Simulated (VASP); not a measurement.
# AlSH3 in VASP: a series of runs, part 2 of 2

VASP 6.6.1. Earlier steps stand in the parts before.

**4. Atomic charges, PBE+TS**

INCAR reads:

```
PREC     = Accurate       # precision mode
ENCUT    = 520            # plane-wave cutoff, eV
EDIFF    = 1E-6           # SCF threshold, eV
ISMEAR   = 0              # smearing method
SIGMA    = 0.01           # smearing width, eV
LREAL    = F              # projectors in reciprocal space
LASPH    = T              # aspherical terms in the spheres
NELM     = 100            # most SCF steps
ALGO     = Fast           # electronic algorithm
ISIF     = 2              # what is computed and relaxed
LWAVE    = F              # write WAVECAR
LCHARG   = F              # write CHGCAR
GGA      = PE             # functional
IVDW     = 2              # dispersion correction
LORBIT   = 10             # projections on sites
```

KPOINTS reads:

```
regular mesh
0
Gamma
  1 1 1
```

POSCAR reads:

```
AlH3S
1.0
   13.0000000000      0.0000000000      0.0000000000
    0.0000000000     11.0000000000      0.0000000000
    0.0000000000      0.0000000000     12.0000000000
Al S H
1 1 3
Direct
    0.4544538500      0.4939863600      0.5068500000
    0.5887000000      0.4686318200      0.6133750000
    0.3494076900      0.4407227300      0.5512500000
    0.4679153800      0.5630954500      0.3922916700
    0.6525923100      0.5259863600      0.5427416700
```

Potentials or basis: VASP PAW PBE potentials, release 64 (Al, S, H).

The run is started by

```bash
cat potpaw_PBE.64/Al/POTCAR potpaw_PBE.64/S/POTCAR potpaw_PBE.64/H/POTCAR > POTCAR
mpirun -np 1 vasp_gam > vasp.out
```

OUTCAR:

```text
PREC = Accurate
   ENCUT = 520
   EDIFF = 1E-6
   ISMEAR = 0
   LREAL = F
   LASPH = T
   NELM = 100
   ISIF = 2
   GGA = PE
   IVDW = 2
   LORBIT = 10
  IVDW =   2

 ion  position               nearest neighbor table
   1  0.454  0.494  0.507-   3 1.58   4 1.58   2 2.18
   2  0.589  0.469  0.613-   5 1.34   1 2.18
   3  0.349  0.441  0.551-   1 1.58
   4  0.468  0.563  0.392-   1 1.58
   5  0.653  0.526  0.543-   2 1.34

  LATTYP: Found a simple orthorhombic cell.
 ALAT       =    11.0000000000
 B/A-ratio  =     1.0909090909
 C/A-ratio  =     1.1818181818

  Lattice vectors:

 A1 = (   0.0000000000,  11.0000000000,   0.0000000000)
 A2 = (   0.0000000000,   0.0000000000,  12.0000000000)
 A3 = (  13.0000000000,   0.0000000000,   0.0000000000)

Analysis of symmetry for initial positions (statically):
=====================================================================
[... 178 lines left out ...]

  Hirshfeld charges:
            ion         q(e)
   ------------------------------
      1     Al       0.42127183
      2     S       -0.16822226
      3     H       -0.14983005
      4     H       -0.14992409
      5     H        0.04670458

  Tkatchenko/Scheffler method for vdW energy calculation

  Number of pair interactions contributing to vdW energy:    4519

  Edisp (eV):   -0.01695

  FORCE on cell =-STRESS in cart. coord.  units (eV):
  Direction    XX          YY          ZZ          XY          YZ          ZX
  --------------------------------------------------------------------------------------
  -------------------------------------------------------------------------------------
  Total       0.38750     0.07662     0.33456     0.08376    -0.19632     0.02567
  in kB       0.36180     0.07153     0.31237     0.07821    -0.18330     0.02397
  external pressure =        0.25 kB  Pullay stress =        0.00 kB

 VOLUME and BASIS-vectors are now :
 -----------------------------------------------------------------------------
  energy-cutoff  :      520.00
  volume of cell :     1716.00
      direct lattice vectors                 reciprocal lattice vectors
    13.000000000  0.000000000  0.000000000     0.076923077  0.000000000  0.000000000
     0.000000000 11.000000000  0.000000000     0.000000000  0.090909091  0.000000000
     0.000000000  0.000000000 12.000000000     0.000000000  0.000000000  0.083333333

 POSITION                                       TOTAL-FORCE (eV/Angst)
 -----------------------------------------------------------------------------------
      5.90790      5.43385      6.08220        -0.046493      0.024914     -0.067017
      7.65310      5.15495      7.36050         0.027539     -0.111809      0.224344
      4.54230      4.84795      6.61500        -0.087622     -0.042691      0.043171
      6.08290      6.19405      4.70750         0.004469      0.047782     -0.087641
      8.48370      5.78585      6.51290         0.102108      0.081804     -0.112857
 -----------------------------------------------------------------------------------
    total drift:                               -0.000727     -0.000130     -0.000022

  FREE ENERGIE OF THE ION-ELECTRON SYSTEM (eV)
  ---------------------------------------------------
  free  energy   TOTEN  =       -17.9908038162 eV

  energy  without entropy=      -17.9908038162  energy(sigma->0) =      -17.99080382

 total charge

# of ion       s       p       d       tot
------------------------------------------
    1        0.437   0.390   0.000   0.828
    2        1.336   2.446   0.000   3.782
    3        0.553   0.007   0.000   0.560
    4        0.553   0.007   0.000   0.559
    5        0.558   0.038   0.000   0.596
--------------------------------------------------
tot          3.438   2.888   0.000   6.326
```

Wall time 2.9 min (1 thread of Intel Xeon Platinum 8259CL at 2.50GHz (Skylake/Cascade Lake), shared host); peak memory 1.3 GiB.

Results:

```
Free energy                                           : -17.9908 eV
Largest force                                         : 0.252 eV/Å
Gap between the frontier levels                       : 4.53 eV
Valence electrons inside the program's atomic spheres : Al 0.83; S 3.78; H 0.56, 0.60
Hirshfeld charges                                     : Al +0.42; S -0.17; H -0.15, +0.05 e
Dispersion energy per atom                            : -0.003 eV
```

Forces in eV/Å, atoms in the order of the input:
```
Al  -0.046  0.025 -0.067
S    0.028 -0.112  0.224
H   -0.088 -0.043  0.043
H    0.004  0.048 -0.088
H    0.102  0.082 -0.113
```

Levels at points of the mesh, in eV from the valence-band top:
```csv
k point,band 2,band 3,band 4,band 5,band 6,band 7,band 8,band 9,band 10
"(0.00, 0.00, 0.00)",-3.94,-3.01,-0.89,-0.67,0.00,4.53,5.74,6.06,6.48
```

Expect the measured gap to be larger: semilocal functionals such as PBE lack the derivative discontinuity.

**5. Electron localisation function, PBE**

INCAR reads:

```
  PREC = Accurate
  ENCUT = 520
  EDIFF = 1E-6
  ISMEAR = 0
  SIGMA = 0.01
  LREAL = F
  LASPH = T
  NELM = 60
  ALGO = Normal
  ISIF = 2
  LWAVE = F
  LCHARG = T
  GGA = PE
  LELF = T
```

KPOINTS reads:

```
Automatic mesh
0
Gamma
  1 1 1
```

POSCAR is that of step 4.

The run is started by

```bash
cat potpaw_PBE.64/Al/POTCAR potpaw_PBE.64/S/POTCAR potpaw_PBE.64/H/POTCAR > POTCAR
mpirun -np 1 vasp_gam > vasp.out
```

It took 2.4 min on 1 thread of Intel Xeon Platinum 8259CL at 2.50GHz (Skylake/Cascade Lake), shared host; peak memory 1.2 GiB.

The run converged. Its results:

* Free energy: -17.9739 eV
* Largest force: 0.244 eV/Å
* Gap between the frontier levels: 4.53 eV

Forces on the atoms (eV/Å):
```
Al  -0.043  0.025 -0.066
S    0.017 -0.110  0.217
H   -0.080 -0.041  0.043
H    0.004  0.045 -0.083
H    0.101  0.081 -0.112
```

Levels at points of the mesh, in eV from the valence-band top:
| k point | band 3 | band 4 | band 5 | band 6 | band 7 | band 8 | band 9 | band 10 |
| --- | --- | --- | --- | --- | --- | --- | --- | --- |
| (0.00, 0.00, 0.00) | -3.01 | -0.89 | -0.67 | 0.00 | 4.53 | 5.74 | 6.06 | 6.48 |

PBE gaps usually lie below the measured ones, often by a third to a half.

**6. Single point, revPBE+D4**

INCAR reads:

```
PREC     = Accurate       # precision mode
ENCUT    = 520            # plane-wave cutoff, eV
EDIFF    = 1E-7           # SCF threshold, eV
ISMEAR   = 0              # smearing method
SIGMA    = 0.01           # smearing width, eV
LREAL    = False          # projectors in reciprocal space
LASPH    = True           # aspherical terms in the spheres
NELM     = 100            # most SCF steps
ALGO     = Normal         # electronic algorithm
ISIF     = 2              # what is computed and relaxed
LWAVE    = False          # write WAVECAR
LCHARG   = True           # write CHGCAR
GGA      = RE             # functional
IVDW     = 13             # dispersion correction
LELF     = True           # ELF
LVHAR    = True         
LVACPOTAV= True
```

KPOINTS is that of step 5.

POSCAR is that of step 5.

Potentials or basis: VASP PAW PBE potentials, release 64 (Al, S, H).

The run is started by

```bash
cat potpaw_PBE.64/Al/POTCAR potpaw_PBE.64/S/POTCAR potpaw_PBE.64/H/POTCAR > POTCAR
mpirun -np 1 vasp_gam > vasp.out
```

Run time: 3.5 min. Hardware: 1 thread of Intel Xeon Platinum 8259CL at 2.50GHz (Skylake/Cascade Lake), shared host; peak memory 1.2 GiB.

The run converged. Its results:

```yaml
Free_energy: -18.2030 eV
Largest_force: 0.304 eV/Å
Gap_between_the_frontier_levels: 4.58 eV
Dispersion_energy_per_atom: -0.039 eV
```

Forces on the atoms (eV/Å):
```
Al  -0.091  0.034 -0.102
S    0.073 -0.124  0.268
H   -0.095 -0.047  0.048
H    0.006  0.052 -0.095
H    0.106  0.085 -0.118
```

Levels at points of the mesh, in eV from the valence-band top:
```
           k point  band 3  band 4  band 5  band 6  band 7  band 8  band 9  band 10
(0.00, 0.00, 0.00)   -3.01   -0.90   -0.69    0.00    4.58    5.71    6.07     6.39
```

Caveat: the PAW data sets were made with another functional, which shifts forces and pressure a little. revPBE gaps usually lie below the measured ones, often by a third to a half.

**7. For comparison**

An earlier run on the cell as given: functional PBE; potentials or basis VASP PAW PBE potentials, release 64 (Al, S, H); cutoff 520 eV; k mesh 1 × 1 × 1; occupations gaussian, width 0.01 eV; no spin polarisation.

- Largest force: 0.244 eV/Å
- Gap between the frontier levels: 4.53 eV

**8. Overview**

```csv
task,level,cell,gap on the mesh (eV),largest force (eV/Å)
single point,PBE,"atoms moved at random, drawn with an rms of 0.05 Å",4.63,0.67
relaxation of the atoms,PBE,"atoms relaxed from: atoms moved at random, drawn with an rms of 0.02 Å",4.49,-
atomic charges,PBE+TS,as given,4.53,0.25
electron localisation function,PBE,as given,4.53,0.24
single point,revPBE+D4,as given,4.58,0.30
single point,PBE,as given,4.53,0.24
```

Alike in all rows: potentials or basis VASP PAW PBE potentials, release 64 (Al, S, H); no spin polarisation; k mesh 1 × 1 × 1; cutoff (eV) 520; smearing gaussian 0.01 eV.

On the cell as given the gap runs from 4.53 eV (PBE+TS) to 4.58 eV (revPBE+D4).

Caveats: the PAW data sets were made with another functional, which shifts forces and pressure a little (some runs).

Total energies depend on the potentials used, so only differences within one code and one set of settings carry meaning.
